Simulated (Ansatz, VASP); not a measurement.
**SrNiF6 in VASP and in Ansatz**

Contents of INCAR:

```
SYSTEM = SrNiF6
  PREC = Accurate
  ENCUT = 520
  EDIFF = 1E-7
  ISMEAR = 0
  SIGMA = 0.05
  LREAL = .FALSE.
  LASPH = .TRUE.
  NELM = 150
  ALGO = Normal
  ISIF = 2
  LWAVE = .FALSE.
  LCHARG = .FALSE.
  ISPIN = 2
  MAGMOM = 0 0 0 0 0 0 0 0
  LORBIT = 11
  LMAXMIX = 4
  LDAU = .TRUE.
  LDAUTYPE = 1
  LDAUL = -1 2 -1
  LDAUU = 0 2 0
  LDAUJ = 0 0.7 0
  LDAUPRINT = 1
  GGA = CA
  NBANDS = 45
```

Contents of KPOINTS:

```
regular mesh
0
G
  4 4 4
  0 0 0
```

The input POSCAR:

```
SrNiF6
1.0
    3.5370014100      2.0420887200      2.2186700300
   -3.5370014100      2.0420887200      2.2186700300
    0.0000000000     -4.0841774300      2.2186700300
Sr Ni F
1 1 6
Direct
    0.5000000000      0.5000000000      0.5000000000
    0.0000000000      0.0000000000      0.0000000000
    0.2760000000      0.9160000000      0.2760000000
    0.2760000000      0.2760000000      0.9160000000
    0.9160000000      0.2760000000      0.2760000000
    0.7240000000      0.0840000000      0.7240000000
    0.0840000000      0.7240000000      0.7240000000
    0.7240000000      0.7240000000      0.0840000000
```

Input for Ansatz:

```yaml
crystal:
  lattice:
    - [3.53700141, 2.04208872, 2.21867003]
    - [-3.53700141, 2.04208872, 2.21867003]
    - [0.0, -4.08417743, 2.21867003]
  atoms:
    - { symbol: Sr, position: [0.5, 0.5, 0.5] }
    - { symbol: Ni, position: [0.0, 0.0, 0.0], spin: 4.0 }
    - { symbol: F, position: [0.276, 0.916, 0.276] }
    - { symbol: F, position: [0.276, 0.276, 0.916] }
    - { symbol: F, position: [0.916, 0.276, 0.276] }
    - { symbol: F, position: [0.724, 0.084, 0.724] }
    - { symbol: F, position: [0.084, 0.724, 0.724] }
    - { symbol: F, position: [0.724, 0.724, 0.084] }
basis:
  ecutwfc: 420
  ecutrho_ratio: 4
kpoints:
  mp_grid: { grid: [4, 4, 4] }
hamiltonian:
  xc: lda
  hubbard:
    sites:
      - { site: 1, l: d, u: 2.0, j: 0.7, starting_ns: [{ spin: up, occupation_matrix: s1up }, { spin: down, occupation_matrix: s1down }] }
    occupation_matrices:
      s1up:
        matrix:
          - [0.97, 0.0, 0.0, 0.0, 0.0]
          - [0.0, 0.97, 0.0, 0.0, 0.0]
          - [0.0, 0.0, 0.97, 0.0, 0.0]
          - [0.0, 0.0, 0.0, 0.97, 0.0]
          - [0.0, 0.0, 0.0, 0.0, 0.97]
      s1down:
        matrix:
          - [0.73413, 0.0, 0.41042, 0.0, 0.0]
          - [0.0, 0.02, 0.0, 0.0, 0.0]
          - [0.41042, 0.0, 0.25587, 0.0, 0.0]
          - [0.0, 0.0, 0.0, 0.02, 0.0]
          - [0.0, 0.0, 0.0, 0.0, 0.02]
    ns_hold: until_converged
scf:
  occupations: { method: gaussian, width: 0.05 }
  lower_state_search: "off"
  max_iter: 150
output:
  forces: true
  stress: true
  eigenvalues: true
  populations: true
  hubbard: { sites: [{ site: 1, l: d }] }
magnetization:
  spin_polarized: true
```

Alike in both runs: task single point; functional LDA; k mesh 4 × 4 × 4; occupations gaussian, width 0.05 eV; collinear spin; Hubbard terms Ni d U = 2.0 eV, J = 0.7 eV.

```csv
,VASP,Ansatz
version,VASP 6.6.1,Ansatz 0.2.0
potentials or method,"VASP PAW LDA potentials, release 64 (Sr_sv, Ni, F)","scalar-relativistic, plane waves, PAW"
plane-wave cutoff (eV),520,420
valence electrons in the cell,62,70
```

```csv
,VASP,Ansatz,Ansatz less VASP
gap on the k mesh at the Fermi level (eV),1.22,1.31,+0.082
least direct gap on the mesh (eV),1.23,1.31,+0.081
pressure (GPa),-8.0,-7.9,+0.13
largest component of the traceless stress (GPa),1.43,1.47,+0.038
rms of the force components (eV/Å),0.427,0.434,+0.0062
net moment per atom (μB),0.00,0.00,0.000
```

The programs project onto different local orbitals, so the same U acts differently. Atom by atom the forces differ by 0.006 eV/Å (rms over components). The two sets of potentials don't hold the same shells in valence. Ansatz warned: «seeded_moment_not_kept».

A k mesh can miss the band edges. The state reached can hang on the start; a lower one may exist.
